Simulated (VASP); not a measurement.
An input for Quantum ESPRESSO's pw.x (written as the equivalent of a VASP run, and not itself run):

```
&CONTROL
  calculation = 'scf'
  pseudo_dir = './pseudo'
  outdir = './out'
  tprnfor = .true.
  tstress = .true.
/
&SYSTEM
  ibrav = 0
  nat = 4
  ntyp = 2
  ecutwfc = 98
  occupations = 'tetrahedra'
  input_dft = 'vdw-df2'
/
&ELECTRONS
  conv_thr = 7.3e-09
  electron_maxstep = 100
/
ATOMIC_SPECIES
  Si 28.085 Si.upf
  Ni 58.693 Ni.upf
CELL_PARAMETERS angstrom
     3.5896969    0.0000000    0.0000000
     0.0000000    3.5896969    0.0000000
     0.0000000    0.0000000    3.5896969
ATOMIC_POSITIONS crystal
  Si   0.0000000  0.0000000  0.0000000
  Ni   0.0000000  0.5000000  0.5000000
  Ni   0.5000000  0.0000000  0.5000000
  Ni   0.5000000  0.5000000  0.0000000
K_POINTS automatic
  10 10 10 0 0 0
```

Write the VASP files for the same calculation (vdW-DF2).

One answer among several that fit: 
### KPOINTS
```
Automatic mesh
0
Gamma
10 10 10
0 0 0
```

INCAR:
```
SYSTEM=Ni3Si
PREC=Accurate; ENCUT=520; LREAL=.FALSE.
LASPH=.TRUE.
EDIFF=1E-7; NELM=100; ALGO=Normal
LMAXMIX=4
ISMEAR=-5
GGA=ML; LUSE_VDW=.TRUE.; AGGAC=0.0
ZAB_VDW=-1.8867
ISIF=2
LWAVE=.FALSE.; LCHARG=.TRUE.; LORBIT=11
NEDOS=601
LEFG=.TRUE.
```

POSCAR:
```
Ni3Si
1
    3.5896969040     0.0000000000     0.0000000000
    0.0000000000     3.5896969040     0.0000000000
    0.0000000000     0.0000000000     3.5896969040
Si Ni
1 3
Direct
  0.0000000000   0.0000000000   0.0000000000
  0.0000000000   0.5000000000   0.5000000000
  0.5000000000   0.0000000000   0.5000000000
  0.5000000000   0.5000000000   0.0000000000
```

POTCAR, in this order: Si Ni (PBE.64 set). Program: vasp_std.

What does not carry over: the potentials are each code's own (VASP's PAW set, PseudoDojo norm-conserving files in pw.x), so ENCUT and ecutwfc are chosen apart and not converted; conv_thr bounds pw.x's estimated SCF error, while EDIFF bounds the energy change between steps; the field gradients of LEFG aren't asked of the other code.

The compound is Ni3Si in the L1_2 structure. It was relaxed first, which changed the volume by +7 %.
